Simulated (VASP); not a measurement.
Calculation: LDA (Ceperley-Alder, Perdew-Zunger), VASP's LDA PAW potentials (set 64) (plane waves; VASP).

Input for VASP

File KPOINTS:
```
Automatic mesh
0
Gamma
9 9 9
0 0 0
```

File POSCAR:
```
CuI
1
    0.0000000000     2.9333838972     2.9333838972
    2.9333838972     0.0000000000     2.9333838972
    2.9333838972     2.9333838972    -0.0000000000
Cu I
1 1
Direct
  0.0000000000   0.0000000000   0.0000000000
  0.2500000000   0.2500000000   0.2500000000
```

**INCAR**
```
ALGO = Normal
EDIFF = 1E-7
ENCUT = 520
ISIF = 2
ISMEAR = -5
LASPH = T
LCHARG = T
LMAXMIX = 4
LORBIT = 11
LREAL = F
LWAVE = F
NEDOS = 601
NELM = 100
PREC = Accurate
SYSTEM = CuI
```

POTCAR, in this order: Cu I (LDA.64 set). Program: vasp_std.

Output

OSZICAR:
```
       N       E                     dE             d eps       ncg     rms          rms(c)
DAV:   1     0.107206762618E+03    0.10721E+03   -0.81486E+03   910   0.156E+03
DAV:   2     0.825653568212E+00   -0.10638E+03   -0.10087E+03   935   0.275E+02
DAV:   3    -0.703836035668E+01   -0.78640E+01   -0.77604E+01  1231   0.853E+01
DAV:   4    -0.731890386767E+01   -0.28054E+00   -0.28029E+00  1117   0.142E+01
DAV:   5    -0.732854357841E+01   -0.96397E-02   -0.96393E-02  1332   0.273E+00    0.645E+00
DAV:   6    -0.722009647033E+01    0.10845E+00   -0.49855E+00   953   0.692E+01    0.409E+00
DAV:   7    -0.700351243397E+01    0.21658E+00   -0.11305E+00  1035   0.418E+01    0.206E+00
DAV:   8    -0.700210561714E+01    0.14068E-02   -0.78351E-02  1412   0.528E+00    0.563E-01
DAV:   9    -0.699679133968E+01    0.53143E-02   -0.18849E-02  1164   0.463E+00    0.266E-01
DAV:  10    -0.699682737869E+01   -0.36039E-04   -0.87734E-04  1015   0.229E-01    0.195E-01
DAV:  11    -0.699662199666E+01    0.20538E-03   -0.13238E-03  1221   0.134E+00    0.421E-02
DAV:  12    -0.699662459086E+01   -0.25942E-05   -0.17070E-04  1351   0.200E-01    0.456E-02
DAV:  13    -0.699662401866E+01    0.57220E-06   -0.21889E-06  1125   0.133E-02    0.281E-02
DAV:  14    -0.699662235095E+01    0.16677E-05   -0.35775E-06  1371   0.427E-02    0.124E-02
DAV:  15    -0.699662214818E+01    0.20277E-06   -0.75430E-07  1338   0.210E-02    0.602E-03
DAV:  16    -0.699662207997E+01    0.68209E-07   -0.25664E-07   800   0.188E-02
   1 F= -.69966221E+01 E0= -.69966221E+01  d E =0.000000E+00
```

File OUTCAR:
```
------------------------ aborting loop because EDIFF is reached ----------------------------------------
  FORCE on cell =-STRESS in cart. coord.  units (eV):
  Direction    XX          YY          ZZ          XY          YZ          ZX
  --------------------------------------------------------------------------------------
  Total       -0.0083790     -0.0083790     -0.0083790     -0.0000000     -0.0000000      0.0000000
  in kB       -0.2659297     -0.2659297     -0.2659297     -0.0000000     -0.0000000      0.0000000
  external PRESSURE =      -0.2659297 kB  Pullay stress =       0.0000000 kB
  volume of cell :       50.48
      direct lattice vectors                 reciprocal lattice vectors
     0.000000000  2.933383897  2.933383897    -0.170451607  0.170451607  0.170451607
     2.933383897  0.000000000  2.933383897     0.170451607 -0.170451607  0.170451607
     2.933383897  2.933383897  0.000000000     0.170451607  0.170451607 -0.170451607
  FREE ENERGIE OF THE ION-ELECTRON SYSTEM (eV)
  ---------------------------------------------------
  free  energy   TOTEN  =        -6.9966220800 eV

  energy  without entropy=       -6.9966220800  energy(sigma->0) =       -6.99662208

 total charge

# of ion       s       p       d       tot
------------------------------------------
    1        0.370   0.329   9.326  10.025
    2        1.495   2.776   0.068   4.339
--------------------------------------------------
tot          1.864   3.106   9.394  14.364
```
(Selected blocks of OUTCAR.)

The compound is CuI in the zinc blende structure. It was relaxed first, which changed the volume by -9 %.
